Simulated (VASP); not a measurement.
Here is the system:

```
CELL_PARAMETERS angstrom
      0.00000     3.05239     3.05239
      3.05239     0.00000     3.05239
      3.05239     3.05239     0.00000
ATOMIC_POSITIONS crystal
  Ga 0.00000 0.00000 0.00000
  Sb 0.25000 0.25000 0.25000
```

Level of theory: r2SCAN+rVV10, VASP's PBE PAW potentials (set 64) (plane waves; VASP 6.6.1). Numerical set-up: 400 eV cut-off, 8×8×8 Γ-centred mesh, tetrahedra with Blöchl corrections, potentials Ga_d Sb.

Unless said otherwise, spin-orbit coupling is left out, though it shifts the bands of the heavy elements here.

### Question
What does the run give for the energy per atom (σ→0), band gap (over mesh and band path) with the smallest direct gap where there is one?

### Answer

```
Item                                                     Value
---------------------------------------------  ---------------
band gap (over mesh and band path)                     0.50 eV
smallest direct gap (over mesh and band path)          0.50 eV
energy per atom (σ→0)                          -18.489 eV/atom
```

Only differences to runs with the same potentials and settings are physical.

The structure comes from a measured GaSb entry (F-43m) of the Crystallography Open Database, whose conditions weren't checked. It was relaxed first.
